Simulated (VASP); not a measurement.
Given:

```
CELL_PARAMETERS angstrom
      0.00000     2.09814     2.09814
      2.09814     0.00000     2.09814
      2.09814     2.09814     0.00000
ATOMIC_POSITIONS crystal
  Au 0.00000 0.00000 0.00000
```

These are RPBE GGA, VASP's PBE PAW potentials (set 64) (plane waves; VASP) values and carry that method's errors. Run with 520 eV cut-off, 15×15×15 Γ-centred mesh, first-order Methfessel-Paxton smearing of 0.10 eV, potentials Au.

### Question
Give the energy at these volumes per atom, relative to the lowest: 17.32, 17.88, 18.43, 18.98, 19.54 Å³.

### Answer
31.6, 7.9, 0.0, 5.0, 20.0 meV/atom. A third-order Birch-Murnaghan fit gives B0 = 121 GPa and B0′ = 6.6.

Measured: bulk modulus 182 GPa at 0 K (computed value off by -33.6 %), as given by Daniel Mejia-Rodriguez et al., Physical Review B (2018), arXiv:1807.09216 [0 K value with the zero-point phonon effect removed]; a 4.062 Å at 0 K (computed value off by +3.3 %), as given by Daniel Mejia-Rodriguez et al., Physical Review B (2018), arXiv:1807.09216 [static lattice: zero-point anharmonic expansion removed].

The compound is Au in the fcc structure. It was relaxed first, which changed the volume by +9 %.
